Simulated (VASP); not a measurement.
Data:

```
CELL_PARAMETERS angstrom
      1.22354    -2.11923     0.00000
      1.22354     2.11923     0.00000
      0.00000     0.00000     4.00817
ATOMIC_POSITIONS crystal
  Co 0.33333 0.66667 0.25000
  Co 0.66667 0.33333 0.75000
```
Starting moments (μB, in the order of the record's atoms Co Co): 1.7 1.7.

All values below come from SCAN meta-GGA, VASP's PBE PAW potentials (set 64) (plane waves; VASP). Settings: 520 eV cut-off, 19×19×10 Γ-centred mesh, tetrahedra with Blöchl corrections, potentials Co.

Question: Estimate the cell moment, energy per atom (σ→0), band gap (over mesh and band path) with the smallest direct gap where there is one.

Answer: 
The band gap (over mesh and band path) is none (metal, semimetal or under 0.01 eV) and the cell moment comes out as 3.44 μB. The energy per atom (σ→0) is -17.210 eV/atom.

Question: Give the moment on each site (PAW-sphere projection).

Answer: 
```
site  moment (μB)
----  -----------
Co1          1.77
Co2          1.77
```

The absolute energy has meaning only against runs of the same code, potentials and settings.

The compound is Co in the hcp structure. It was relaxed first, which changed the volume by -6 %.
